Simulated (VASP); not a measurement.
Input:

```xyz
2
Lattice="4.5700 0.0000 0.0000 0.0000 4.5700 0.0000 0.0000 0.0000 4.5700" Properties=species:S:1:pos:R:3 pbc="T T T"
Cs     0.0000     0.0000     0.0000
I      2.2850     2.2850     2.2850
```

Level of theory: PBE GGA, VASP's PBE PAW potentials (set 64) (plane waves; VASP). Numerical set-up: 400 eV cut-off, 5×5×5 Γ-centred mesh, Gaussian smearing of 0.050 eV, potentials Cs_sv I.

Energy and stress use the plane-wave basis of the starting cell.

The ions, cell shape and volume are relaxed. Give the cell that the relaxation ends in.

```xyz
2
Lattice="4.6688 0.0000 0.0000 0.0000 4.6688 0.0000 0.0000 0.0000 4.6688" Properties=species:S:1:pos:R:3 pbc="T T T"
Cs     0.0000     0.0000     0.0000
I      2.3344     2.3344     2.3344
```
Space group Pm-3m (221), at a tolerance of 0.03 Å.

How do energy and volume change from the first to the last step?

The energy (σ→0) changes by -6.9 meV/atom and the volume by +6.6 %, in 4 ionic steps.

The compound is CsI in the CsCl type structure. This run relaxes it. Symmetry was kept, so distortions that lower it aren't found.
